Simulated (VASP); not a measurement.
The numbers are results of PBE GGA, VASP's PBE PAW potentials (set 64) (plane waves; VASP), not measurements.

A VASP calculation is set up with these files.

### INCAR
```
SYSTEM = Fe16C
PREC = Normal; ENCUT = 400; LREAL = F
LASPH = T
EDIFF = 1E-6; NELM = 100; NELMIN = 4
ALGO = Normal; LMAXMIX = 4
ISMEAR = 1; SIGMA = 0.1
GGA = PE
MAGMOM = 16*2.5 0.0
ISPIN = 2
LWAVE = F; LCHARG = F; LORBIT = 11
LVHAR = T
DIPOL = 0.5 0.5 0.5
LDIPOL = T; IDIPOL = 3
```

### KPOINTS
```
K-points
0
gamma
  6 7 1
```

### POSCAR
```
Fe16C
1.0
  5.6674620840   0.0000000000   0.0000000000
  2.8337310420   4.0075009467   0.0000000000
  0.0000000000   0.0000000000  19.8343291801
Fe C
16 1
Cartesian
  5.6674620840   2.0037504733   6.9523843802
  2.8337310420   2.0037504733   6.9523843802
  4.2505965630   0.0000000000   6.9483012772
  1.4168655210   0.0000000000   6.9319308570
  0.0140862469   0.0000000000   8.9430508800
  2.8196447951   0.0000000000   8.9430508800
  7.0843276047   2.0052448324   8.9573349847
  4.2505965633   2.0022561143   8.9573349847
  5.6674620840   2.0037504733  11.0108847555
  2.8337310420   2.0037504733  11.0108847555
  4.2505965630   0.0000000000  10.9204666298
  1.4168655210   0.0000000000  11.0155270695
  5.4121826885   0.0000000000  12.9642989816
  3.0890104375   0.0000000000  12.9642989816
  1.4168655213   1.8725603866  13.0342142402
  4.2505965627   2.1349405601  13.0342142402
  1.4168655210   0.0000000000  13.5971449989
```

POTCAR, in this order: Fe C (PBE.64 set). Program: vasp_std. Read from the step before: WAVECAR.

The resulting files:

### OUTCAR
```
 ion  position               nearest neighbor table
   1  0.750  0.500  0.351-   3 2.45   3 2.45   4 2.45   4 2.45   8 2.46   7 2.46   5 2.82   6 2.82
                             2 2.83   2 2.83
   2  0.250  0.500  0.351-   3 2.45   3 2.45   4 2.45   4 2.45   8 2.46   7 2.46   6 2.82   5 2.82
                             1 2.83   1 2.83
   3  0.750  0.000  0.350-   1 2.45   1 2.45   2 2.45   2 2.45   6 2.45   5 2.45   4 2.83   4 2.83
                             7 2.84   8 2.84
   4  0.250  0.000  0.349-   5 2.45   6 2.45   2 2.45   1 2.45   2 2.45   1 2.45   3 2.83   3 2.83
                             7 2.85   8 2.85
   5  0.002  0.000  0.451-  11 2.44   7 2.45   8 2.45   4 2.45   3 2.45   8 2.46   7 2.46  12 2.50
                             6 2.81   1 2.82   2 2.82   6 2.86   9 2.88  10 2.88
   6  0.498  0.000  0.451-  11 2.44   8 2.45   7 2.45   4 2.45   3 2.45   7 2.46   8 2.46  12 2.50
                             5 2.81   1 2.82   2 2.82   5 2.86  10 2.88   9 2.88
   7  1.000  0.500  0.452-   5 2.45   6 2.45   1 2.46   2 2.46   6 2.46   5 2.46   9 2.49  10 2.49
                            11 2.80   8 2.83   8 2.83   3 2.84   4 2.85  12 2.87
   8  0.500  0.500  0.452-   6 2.45   5 2.45   1 2.46   2 2.46   5 2.46   6 2.46   9 2.49  10 2.49
                            11 2.80   7 2.83   7 2.83   3 2.84   4 2.85  12 2.87
   9  0.750  0.500  0.555-  12 2.45  12 2.45  11 2.46  11 2.46  16 2.47  15 2.47   7 2.49   8 2.49
                            13 2.81  14 2.81  10 2.83  10 2.83   5 2.88   6 2.88
  10  0.250  0.500  0.555-  12 2.45  12 2.45  11 2.46  11 2.46  16 2.47  15 2.47   7 2.49   8 2.49
                            14 2.81  13 2.81   9 2.83   9 2.83   6 2.88   5 2.88
  11  0.750  0.000  0.551-  13 2.35  14 2.35   5 2.44   6 2.44   9 2.46   9 2.46  10 2.46  10 2.46
                             7 2.80   8 2.80  12 2.84  12 2.84  16 3.00  15 3.00
  12  0.250  0.000  0.555-  10 2.45   9 2.45  10 2.45   9 2.45   5 2.50   6 2.50  14 2.57  13 2.57
                            17 2.58  15 2.75  16 2.75  11 2.84  11 2.84   7 2.87   8 2.87
  13  0.955  0.000  0.654-  17 1.79  14 2.32  11 2.35  15 2.43  16 2.43  16 2.51  15 2.51  12 2.57
                            10 2.81   9 2.81
  14  0.545  0.000  0.654-  17 1.79  13 2.32  11 2.35  16 2.43  15 2.43  15 2.51  16 2.51  12 2.57
                            10 2.81   9 2.81
  15  0.016  0.467  0.657-  17 1.96  13 2.43  14 2.43  10 2.47   9 2.47  14 2.51  13 2.51  12 2.75
                            16 2.85  16 2.85  11 3.00
  16  0.484  0.533  0.657-  17 1.96  14 2.43  13 2.43  10 2.47   9 2.47  13 2.51  14 2.51  12 2.75
                            15 2.85  15 2.85  11 3.00
  17  0.250  0.000  0.686-  13 1.79  14 1.79  15 1.96  16 1.96  12 2.58
  LATTYP: Found a base centered orthorhombic cell.
 ALAT       =     5.6674620840
 B/A-ratio  =     1.4142135888
 C/A-ratio  =     3.4996844948
 Subroutine PRICEL returns:
 Original cell was already a primitive cell.
...
```

**OSZICAR**
```
       N       E                     dE             d eps       ncg     rms          rms(c)
DAV:   1    -0.134112751974E+03   -0.13411E+03   -0.79864E-03 14251   0.134E+00    0.965E-01
DAV:   2    -0.134410535889E+03   -0.29778E+00   -0.60479E-01 13636   0.108E+01    0.681E+00
DAV:   3    -0.134160429167E+03    0.25011E+00   -0.11941E+00 11901   0.112E+01    0.279E+00
DAV:   4    -0.134105795378E+03    0.54634E-01   -0.17669E-01 14012   0.430E+00    0.348E-01
DAV:   5    -0.134107202373E+03   -0.14070E-02   -0.11225E-02 11353   0.915E-01    0.343E-01
DAV:   6    -0.134106906857E+03    0.29552E-03   -0.26574E-03  9461   0.627E-01    0.113E-01
DAV:   7    -0.134106979364E+03   -0.72507E-04   -0.48070E-04 11176   0.287E-01    0.116E-01
DAV:   8    -0.134106969015E+03    0.10349E-04   -0.21990E-04 10732   0.213E-01    0.552E-02
DAV:   9    -0.134107001505E+03   -0.32490E-04   -0.96067E-05 10283   0.127E-01    0.452E-02
DAV:  10    -0.134107012081E+03   -0.10576E-04   -0.30690E-05 11345   0.750E-02    0.329E-02
DAV:  11    -0.134107033000E+03   -0.20919E-04   -0.18984E-05 11704   0.511E-02    0.215E-02
DAV:  12    -0.134107033943E+03   -0.94316E-06   -0.16894E-05 11934   0.536E-02    0.265E-02
DAV:  13    -0.134107023906E+03    0.10037E-04   -0.91219E-06 10899   0.424E-02    0.119E-02
DAV:  14    -0.134107022376E+03    0.15300E-05   -0.28944E-06  8538   0.177E-02    0.112E-02
DAV:  15    -0.134107021281E+03    0.10948E-05   -0.17138E-06  6057   0.196E-02    0.868E-03
DAV:  16    -0.134107019478E+03    0.18033E-05   -0.81160E-07  5992   0.931E-03    0.393E-03
DAV:  17    -0.134107021090E+03   -0.16126E-05   -0.41913E-07  5564   0.618E-03    0.386E-03
DAV:  18    -0.134107022214E+03   -0.11239E-05   -0.29477E-07  5501   0.616E-03    0.236E-03
DAV:  19    -0.134107026289E+03   -0.40750E-05   -0.14954E-07  5542   0.253E-03    0.199E-03
DAV:  20    -0.134107032386E+03   -0.60965E-05   -0.12700E-07  5818   0.298E-03    0.172E-03
DAV:  21    -0.134107036429E+03   -0.40435E-05   -0.11634E-07  5695   0.346E-03    0.199E-03
DAV:  22    -0.134107041017E+03   -0.45878E-05   -0.19024E-07  6182   0.314E-03    0.146E-03
DAV:  23    -0.134107046320E+03   -0.53026E-05   -0.41636E-07  6530   0.238E-03    0.117E-03
DAV:  24    -0.134107047336E+03   -0.10168E-05   -0.10225E-07  5692   0.163E-03    0.908E-04
DAV:  25    -0.134107047945E+03   -0.60863E-06   -0.82051E-08  5246   0.129E-03
   1 F= -.13410705E+03 E0= -.13410791E+03  d E =0.257923E-02  mag=    38.1351
```

### OUTCAR
```
------------------------ aborting loop because EDIFF is reached ----------------------------------------
  FORCE on cell =-STRESS in cart. coord.  units (eV):
  Direction    XX          YY          ZZ          XY          YZ          ZX
  --------------------------------------------------------------------------------------
  Total        2.5586063     -1.3413640     -0.9853604      0.0000000      0.0000000      0.0000000
  in kB        9.0998508     -4.7706488     -3.5044988      0.0000000      0.0000000      0.0000000
  external PRESSURE =       0.2749011 kB  Pullay stress =       0.0000000 kB
  volume of cell :      450.48
      direct lattice vectors                 reciprocal lattice vectors
     5.667462084  0.000000000  0.000000000     0.176445821 -0.124766034  0.000000000
     2.833731042  4.007500947  0.000000000     0.000000000  0.249532068  0.000000000
     0.000000000  0.000000000 19.834329180     0.000000000  0.000000000  0.050417637
 POSITION                                       TOTAL-FORCE (eV/Angst)
 -----------------------------------------------------------------------------------
      5.66746      2.00375      6.95238        -0.000000      0.000000     -0.005166
      2.83373      2.00375      6.95238        -0.000000      0.000000     -0.005166
      4.25060      0.00000      6.94830        -0.000000      0.000000      0.022907
      1.41687      0.00000      6.93193        -0.000000      0.000000      0.025250
      0.01409      0.00000      8.94305        -0.014127      0.000000     -0.002713
      2.81964      0.00000      8.94305         0.014127      0.000000     -0.002713
      7.08433      2.00524      8.95733        -0.000000      0.001206      0.004711
      4.25060      2.00226      8.95733        -0.000000     -0.001206      0.004711
      5.66746      2.00375     11.01088        -0.000000      0.000000      0.003278
      2.83373      2.00375     11.01088         0.000000     -0.000000      0.003278
      4.25060      0.00000     10.92047        -0.000000      0.000000     -0.024401
      1.41687      0.00000     11.01553        -0.000000      0.000000      0.005529
      5.41218      0.00000     12.96430         0.001972      0.000000     -0.014338
      3.08901      0.00000     12.96430        -0.001972      0.000000     -0.014338
      1.41687      1.87256     13.03421        -0.000000     -0.006074      0.006041
      4.25060      2.13494     13.03421         0.000000      0.006074      0.006041
      1.41687      0.00000     13.59714         0.000000      0.000000     -0.012911
 -----------------------------------------------------------------------------------
    total drift:                               -0.000022     -0.000028     -0.013314
  FREE ENERGIE OF THE ION-ELECTRON SYSTEM (eV)
  ---------------------------------------------------
  free  energy   TOTEN  =      -134.1070479450 eV

  energy  without entropy=     -134.1096271721  energy(sigma->0) =     -134.10790769

 total charge

# of ion       s       p       d       tot
------------------------------------------
    1        0.476   0.399   6.215   7.090
    2        0.476   0.399   6.215   7.090
    3        0.476   0.397   6.216   7.089
    4        0.479   0.393   6.217   7.089
    5        0.481   0.526   6.249   7.256
    6        0.481   0.526   6.249   7.256
    7        0.479   0.523   6.241   7.244
    8        0.479   0.523   6.241   7.244
    9        0.475   0.523   6.231   7.228
   10        0.475   0.523   6.231   7.228
   11        0.502   0.551   6.270   7.324
   12        0.461   0.512   6.217   7.190
   13        0.538   0.629   6.356   7.522
   14        0.538   0.629   6.356   7.522
   15        0.473   0.507   6.225   7.205
   16        0.473   0.507   6.225   7.205
   17        0.936   1.461   0.000   2.398
--------------------------------------------------
tot          8.697   9.530  99.956 118.182

 magnetization (x)

# of ion       s       p       d       tot
------------------------------------------
    1       -0.006  -0.014   2.622   2.602
    2       -0.006  -0.014   2.622   2.602
    3       -0.006  -0.014   2.611   2.591
    4       -0.002  -0.013   2.625   2.610
    5       -0.015  -0.055   2.438   2.368
    6       -0.015  -0.055   2.438   2.368
    7       -0.015  -0.055   2.477   2.408
    8       -0.015  -0.055   2.477   2.408
    9       -0.014  -0.050   2.505   2.441
   10       -0.014  -0.050   2.505   2.441
   11       -0.011  -0.052   2.279   2.216
   12       -0.011  -0.049   2.561   2.502
   13       -0.011  -0.052   1.877   1.815
   14       -0.011  -0.052   1.877   1.815
   15       -0.004  -0.029   2.426   2.392
   16       -0.004  -0.029   2.426   2.392
   17       -0.015  -0.159   0.000  -0.174
--------------------------------------------------
tot         -0.173  -0.798  38.765  37.794
```
(Selected blocks of OUTCAR.)

File OUTCAR:
```
 val. band max:       -0.3157325257   @ k =  -0.1667   0.2857   0.0000

 cond. band min:      -0.3043739163   @ k =  -0.1667   0.4286   0.0000


 Fermi energy:        -0.3086942997

 spin component 1

 k-point     1 :       0.0000    0.0000    0.0000
  band No.  band energies     occupation
      1     -11.6237      1.00000
      2      -8.1294      1.00000
      3      -6.7022      1.00000
      4      -5.9368      1.00000
      5      -5.4113      1.00000
      6      -5.3562      1.00000
      7      -5.2263      1.00000
      8      -5.0145      1.00000
      9      -4.9971      1.00000
     10      -4.9789      1.00000
     11      -4.9294      1.00000
     12      -4.9083      1.00000
     13      -4.8274      1.00000
     14      -4.8225      1.00000
     15      -4.6420      1.00000
     16      -4.5245      1.00000
     17      -4.3934      1.00000
     18      -4.3017      1.00000
     19      -4.2497      1.00000
     20      -3.9705      1.00000
     21      -3.9065      1.00000
     22      -3.7166      1.00000
     23      -3.7126      1.00000
     24      -3.6166      1.00000
     25      -3.6095      1.00000
     26      -3.6057      1.00000
     27      -3.5748      1.00000
     28      -3.5023      1.00000
     29      -3.4121      1.00000
     30      -3.3500      1.00000
     31      -3.3290      1.00000
     32      -3.3033      1.00000
     33      -3.0147      1.00000
     34      -2.9195      1.00000
     35      -2.7795      1.00000
     36      -2.7652      1.00000
     37      -2.7094      1.00000
     38      -2.6916      1.00000
     39      -2.6039      1.00000
     40      -2.5406      1.00000
     41      -2.5329      1.00000
     42      -2.3685      1.00000
     43      -2.2886      1.00000
     44      -2.2715      1.00000
     45      -2.0298      1.00000
     46      -2.0139      1.00000
     47      -1.8785      1.00000
     48      -1.7734      1.00000
     49      -1.7372      1.00000
...
```

At this cut-off the stress carries a Pulay error, which pulls relaxed volumes low.

The cell is a thin slab with vacuum, built from Fe (bcc): (110) face, C adsorbed.
